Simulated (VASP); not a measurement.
Output of a VASP run:

File OSZICAR:
```
       N       E                     dE             d eps       ncg     rms          rms(c)
DAV:   1     0.514827582036E+03    0.51483E+03   -0.21124E+04  1520   0.142E+03
DAV:   2     0.125488333719E+01   -0.51357E+03   -0.49830E+03  1616   0.411E+02
DAV:   3    -0.467563224496E+02   -0.48011E+02   -0.45021E+02  1938   0.139E+02
DAV:   4    -0.530377203790E+02   -0.62814E+01   -0.62223E+01  2538   0.347E+01
DAV:   5    -0.532608757392E+02   -0.22316E+00   -0.22305E+00  2190   0.669E+00    0.356E+01
DAV:   6    -0.702910060401E+02   -0.17030E+02   -0.17839E+02  1992   0.155E+02    0.420E+01
DAV:   7    -0.456298386313E+02    0.24661E+02   -0.59868E+01  1920   0.803E+01    0.801E+00
DAV:   8    -0.468137981211E+02   -0.11840E+01   -0.15432E+01  2202   0.237E+01    0.133E+01
DAV:   9    -0.454525559632E+02    0.13612E+01   -0.49968E+00  2344   0.216E+01    0.171E+00
DAV:  10    -0.454749582326E+02   -0.22402E-01   -0.26731E-01  1734   0.288E+00    0.129E+00
DAV:  11    -0.454738784982E+02    0.10797E-02   -0.63671E-02  1836   0.154E+00    0.859E-01
DAV:  12    -0.454695854486E+02    0.42930E-02   -0.18488E-02  2222   0.121E+00    0.189E-01
DAV:  13    -0.454695680651E+02    0.17384E-04   -0.12376E-03  2416   0.239E-01    0.168E-01
DAV:  14    -0.454694046810E+02    0.16338E-03   -0.39652E-04  2054   0.182E-01    0.540E-02
DAV:  15    -0.454693888016E+02    0.15879E-04   -0.41600E-05  2138   0.516E-02    0.157E-02
DAV:  16    -0.454693864929E+02    0.23087E-05   -0.36495E-06  1390   0.154E-02    0.591E-03
DAV:  17    -0.454693857371E+02    0.75589E-06   -0.63256E-07   918   0.737E-03
   1 F= -.45469386E+02 E0= -.45358538E+02  d E =-.221695E+00
```

File OUTCAR:
```
------------------------ aborting loop because EDIFF is reached ----------------------------------------
  FORCE on cell =-STRESS in cart. coord.  units (eV):
  Direction    XX          YY          ZZ          XY          YZ          ZX
  --------------------------------------------------------------------------------------
  Total       -1.7142246     -1.7142246     -1.7142246      0.0000000      0.0000000      0.0000000
  in kB      -33.2690423    -33.2690423    -33.2690423      0.0000000      0.0000000      0.0000000
  external PRESSURE =     -33.2690423 kB  Pullay stress =       0.0000000 kB
  volume of cell :       82.55
      direct lattice vectors                 reciprocal lattice vectors
     0.000000000  3.455965000  3.455965000    -0.144677391  0.144677391  0.144677391
     3.455965000  0.000000000  3.455965000     0.144677391 -0.144677391  0.144677391
     3.455965000  3.455965000  0.000000000     0.144677391  0.144677391 -0.144677391
 POSITION                                       TOTAL-FORCE (eV/Angst)
 -----------------------------------------------------------------------------------
      3.45596      3.45596      3.45596         0.000000      0.000000     -0.000000
      5.18395      5.18395      5.18395        -0.000000     -0.000000     -0.000000
      0.86399      0.86399      0.86399        -0.000000      0.000000      0.000000
      0.86399      2.59197      2.59197        -0.000000      0.000000     -0.000000
      2.59197      2.59197      0.86399        -0.000000      0.000000     -0.000000
      2.59197      0.86399      2.59197        -0.000000      0.000000      0.000000
 -----------------------------------------------------------------------------------
    total drift:                                0.000000      0.000000      0.000000
  FREE ENERGIE OF THE ION-ELECTRON SYSTEM (eV)
  ---------------------------------------------------
  free  energy   TOTEN  =       -45.4693857371 eV

  energy  without entropy=      -45.2476904072  energy(sigma->0) =      -45.35853807
```
(Selected blocks of OUTCAR.)

File POSCAR:
```
ZrNi2
1
    0.0000000000     3.4559650000     3.4559650000
    3.4559650000     0.0000000000     3.4559650000
    3.4559650000     3.4559650000     0.0000000000
Zr Ni
2 4
Direct
  0.5000000000   0.5000000000   0.5000000000
  0.7500000000   0.7500000000   0.7500000000
  0.1250000000   0.1250000000   0.1250000000
  0.6250000000   0.1250000000   0.1250000000
  0.1250000000   0.1250000000   0.6250000000
  0.1250000000   0.6250000000   0.1250000000
```

### Question
Write an INCAR and KPOINTS that could have produced this output.

### Answer
Several could match; the one computed here: the input of the run itself, PBEsol GGA, plane waves, VASP's PBE PAW potentials (set 64).

KPOINTS:
```
K-points
0
Gamma
  7 7 7
0 0 0
```

INCAR:
```
! general
SYSTEM   =  ZrNi2
PREC     =  Accurate
ENCUT    =  300   ! plane-wave cut-off (eV)
LREAL    =  F   ! projection in real space or not
LASPH    =  T   ! aspherical one-centre terms

! electronic loop
EDIFF    =  1E-6
NELM     =  100   ! most electronic steps
ALGO     =  Normal   ! blocked Davidson
LMAXMIX  =  4   ! l cut-off of mixed one-centre charges

! smearing
ISMEAR   =  0
SIGMA    =  0.272

! functional
GGA      =  PS   ! PBEsol

! ions
ISIF     =  2

! output
LWAVE    =  F
LCHARG   =  F
```

POTCAR, in this order: Zr_sv Ni (PBE.64 set). Program: vasp_std.

At this cut-off the stress carries a Pulay error, which pulls relaxed volumes low.

The structure comes from a computed database's ZrNi2 entry (Fd-3m); how it stands against other phases isn't given here. The cell was not relaxed at this level. The run is not spin-polarised, so no magnetic state was tried.
